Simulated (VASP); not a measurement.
# Mg6SiNi (Amm2) in VASP: reference runs, part 2 of 2

VASP 6.6.1.

## 3. Single point, PBE, collinear spin, ferromagnetic start (atoms moved at random, drawn with an rms of 0.05 Å)

Contents of INCAR:

```
SYSTEM = Mg6SiNi
ALGO = Normal
EDIFF = 1E-7
ENCUT = 520
GGA = PE
ISIF = 2
ISMEAR = -1
ISPIN = 2
LASPH = .True.
LCHARG = .False.
LMAXMIX = 4
LORBIT = 11
LREAL = .False.
LWAVE = .False.
MAGMOM = 1 0 0 0 0 0 0 0
NBANDS = 27
NELM = 100
PREC = Accurate
SIGMA = 0.05
```

Contents of KPOINTS:

```
k-points
0
Gamma
  6 5 5
  0 0 0
```

Contents of POSCAR:

```
Mg6SiNi
1.0
    4.6701100000      0.0000000000      0.0000000000
    0.0000000000      3.0672875000      5.2321035000
    0.0000000000     -3.0672875000      5.2321035000
Ni Si Mg
1 1 6
Direct
   -0.0003510000      0.8191590000      0.8194010000
    0.5119170000      0.6726730000      0.6830300000
    0.4942440000      0.1663820000      0.1708220000
    0.4936100000      0.6791660000      0.1415440000
    0.4928470000      0.1444180000      0.6799440000
   -0.0031330000      0.3416920000      0.3321230000
   -0.0038950000      0.8346940000      0.3511790000
    0.0003350000      0.3541570000      0.8342430000
```

Potentials or basis: VASP PAW PBE potentials, release 64 (Ni, Si, Mg).

On the command line:

```console
$ cat potpaw_PBE.64/Ni/POTCAR potpaw_PBE.64/Si/POTCAR potpaw_PBE.64/Mg/POTCAR > POTCAR
$ mpirun -np 1 vasp_std > vasp.out
```

OUTCAR:

```text
SYSTEM = Mg6SiNi
   EDIFF = 1E-7
   ENCUT = 520
   GGA = PE
   ISIF = 2
   ISMEAR = -1
   ISPIN = 2
   LASPH = .True.
   LORBIT = 11
   LREAL = .False.
   NELM = 100
   PREC = Accurate

 ion  position               nearest neighbor table
   1  1.000  0.819  0.819-   2 2.72   8 2.78   7 2.79   2 2.81   4 2.87   5 2.88   4 2.92   5 2.93
                             6 3.04   6 3.10   7 3.27   8 3.29
   2  0.512  0.673  0.683-   1 2.72   4 2.80   1 2.81   8 2.84   5 2.85   7 2.86   8 2.92   7 2.98
                             3 3.05   3 3.09   5 3.21   4 3.27
   3  0.494  0.166  0.171-   6 2.92   7 2.92   8 2.92   7 2.93   6 2.93   8 2.96   5 3.02   4 3.03
                             5 3.04   4 3.05   2 3.05   2 3.09
   4  0.494  0.679  0.142-   2 2.80   5 2.84   1 2.87   1 2.92   6 2.93   6 2.96   7 3.01   3 3.03
                             7 3.03   3 3.05   2 3.27   5 3.29
   5  0.493  0.144  0.680-   4 2.84   2 2.85   1 2.88   1 2.93   6 2.96   8 2.99   6 2.99   3 3.02
                             3 3.04   8 3.05   2 3.21   4 3.29
   6  0.997  0.342  0.332-   3 2.92   4 2.93   3 2.93   4 2.96   5 2.96   8 2.98   5 2.99   7 3.02
[... 1610 lines left out ...]
    total drift:                                0.000054     -0.000032     -0.000309

  FREE ENERGIE OF THE ION-ELECTRON SYSTEM (eV)
  ---------------------------------------------------
  free  energy   TOTEN  =       -19.6395144896 eV

  energy  without entropy=      -19.6168870739  energy(sigma->0) =      -19.62820078

 total charge

# of ion       s       p       d       tot
------------------------------------------
    1        0.393   0.272   8.378   9.043
    2        0.803   0.763   0.000   1.566
    3        0.226   0.152   0.019   0.397
    4        0.202   0.149   0.020   0.371
    5        0.201   0.146   0.019   0.366
    6        0.214   0.163   0.014   0.391
    7        0.200   0.147   0.020   0.367
    8        0.200   0.149   0.021   0.369
--------------------------------------------------
tot          2.438   1.941   8.491  12.871

 magnetization (x)

# of ion       s       p       d       tot
------------------------------------------
    1       -0.000  -0.000  -0.000  -0.000
    2       -0.000   0.000   0.000   0.000
    3        0.000  -0.000  -0.000  -0.000
    4        0.000   0.000   0.000   0.000
    5        0.000   0.000   0.000   0.000
    6        0.000   0.000  -0.000   0.000
    7        0.000   0.000   0.000   0.000
    8        0.000   0.000   0.000   0.000
--------------------------------------------------
tot         -0.000   0.000  -0.000  -0.000
```

It took 15 min on 1 thread of AMD EPYC 7R43 (Zen 3), shared host; peak memory 0.64 GiB.

What came out:

```
Free energy                                           : -19.6395 eV
Pressure                                              : 0.3 GPa
Largest force                                         : 0.255 eV/Å
Band gap on the k mesh                                : none (metal or under the smearing width)
Net moment                                            : 0.00 μB per cell
Valence electrons inside the program's atomic spheres : Ni 9.04; Si 1.57; Mg 0.40, 0.37, 0.39
```

Forces on the atoms (eV/Å):
```
Ni  -0.074 -0.022 -0.056
Si  -0.135  0.134  0.087
Mg   0.096 -0.003  0.099
Mg   0.061 -0.167 -0.054
Mg   0.103  0.176 -0.153
Mg  -0.077 -0.092  0.103
Mg   0.047 -0.009  0.027
Mg  -0.021 -0.017 -0.053
```

Levels at points of the mesh, in eV from the Fermi level:
Spin up:
```tsv
k point	band 11	band 12	band 13	band 14	band 15	band 16
(0.00, 0.00, 0.00)	-1.38	-0.96	-0.93	-0.09	1.86	3.13
(0.50, 0.00, 0.00)	-1.21	-1.01	-0.78	-0.70	-0.16	0.08
```
Spin down:
| k point | band 10 | band 11 | band 12 | band 13 | band 14 | band 15 | band 16 | band 17 |
| --- | --- | --- | --- | --- | --- | --- | --- | --- |
| (0.00, 0.00, 0.00) | -1.46 | -1.38 | -0.96 | -0.93 | -0.09 | 1.86 | 3.13 | 3.24 |
| (0.50, 0.00, 0.00) | -1.52 | -1.21 | -1.01 | -0.78 | -0.70 | -0.16 | 0.08 | 0.52 |
